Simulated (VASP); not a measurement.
Data:

```
SrTe
1.0
    0.00000     3.30729     3.30729
    3.30729     0.00000     3.30729
    3.30729     3.30729     0.00000
Sr Te
1 1
Cartesian
  0.00000   0.00000   0.00000
  3.30729   3.30729   3.30729
```

Level of theory: PBEsol GGA, VASP's PBE PAW potentials (set 64) (plane waves; VASP). Settings: 400 eV cut-off, Gaussian smearing of 0.050 eV, potentials Sr_sv Te.

Unless said otherwise, spin-orbit coupling is left out, though it shifts the bands of the heavy elements here.

### Question
Give the energies of bands 6 to 11 at the high-symmetry points, in eV from the valence-band maximum.

### Answer

| band | Γ | X | U | L | W |
|---|---|---|---|---|---|
| 6 | 0.00 | -2.05 | -1.86 | -2.96 | -1.64 |
| 7 | 0.00 | -0.77 | -1.83 | -1.17 | -1.64 |
| 8 | 0.00 | -0.77 | -1.00 | -1.17 | -1.59 |
| 9 | 2.79 | 1.55 | 2.69 | 3.78 | 3.86 |
| 10 | 3.19 | 3.86 | 4.93 | 5.14 | 3.86 |
| 11 | 3.19 | 4.83 | 5.55 | 5.34 | 4.46 |

The gap is indirect, 1.55 eV, from the valence maximum at Γ to the conduction minimum at X.

The compound is SrTe in the rock salt structure. It was relaxed first.
